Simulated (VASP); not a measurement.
Input:

```yaml
crystal:
  lattice:
    - [4.18872, 0.00000, 0.00000]
    - [-2.09436, 3.62753, 0.00000]
    - [0.00000, 0.00000, 5.56431]
  atoms:
    - { symbol: Pt, position: [0.00000, 0.00000, 0.00000] }
    - { symbol: Pt, position: [0.00000, 0.00000, 0.50000] }
    - { symbol: Sb, position: [0.33333, 0.66667, 0.25000] }
    - { symbol: Sb, position: [0.66667, 0.33333, 0.75000] }
```

The numbers are results of PBEsol GGA, VASP's PBE PAW potentials (set 64) (plane waves; VASP 6.6.1), not measurements. Numerical set-up: 300 eV cut-off, 5×5×3 Γ-centred mesh, Gaussian smearing of 0.27 eV, potentials Pt Sb.

At this cut-off the stress carries a Pulay error, which pulls relaxed volumes low.

Q: Give the stress tensor in GPa (positive for a compressed cell).

A: 
```
-3.07   0.00   0.00
 0.00  -3.07   0.00
 0.00   0.00  -6.05
```
The pressure is its mean diagonal, -4.06 GPa.

The structure comes from a measured SbPt entry of the Crystallography Open Database, whose conditions weren't checked. The cell was not relaxed at this level. The k-mesh is coarse (spacing up to 0.38 per Å, 2π included), so the numbers may not be converged in it.
